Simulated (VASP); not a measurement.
Given:

```yaml
crystal:
  lattice:
    - [1.62347, -2.81194, 0.00000]
    - [1.62347, 2.81194, 0.00000]
    - [0.00000, 0.00000, 5.20979]
  atoms:
    - { symbol: Zn, position: [0.66667, 0.33333, 0.50030] }
    - { symbol: Zn, position: [0.33333, 0.66667, 0.00030] }
    - { symbol: O, position: [0.66667, 0.33333, 0.88170] }
    - { symbol: O, position: [0.33333, 0.66667, 0.38170] }
```

Method: r2SCAN meta-GGA, VASP's PBE PAW potentials (set 64) (plane waves; VASP 6.6.1). Numerical set-up: 600 eV cut-off, 8×8×4 Γ-centred mesh, Gaussian smearing of 0.050 eV, potentials Zn O.

Problem. What does the run give for the energy per atom (σ→0)?

Solution. 
```yaml
energy per atom (σ→0): -9.081 eV/atom
```

The compound is ZnO in the wurtzite structure. It was relaxed first.
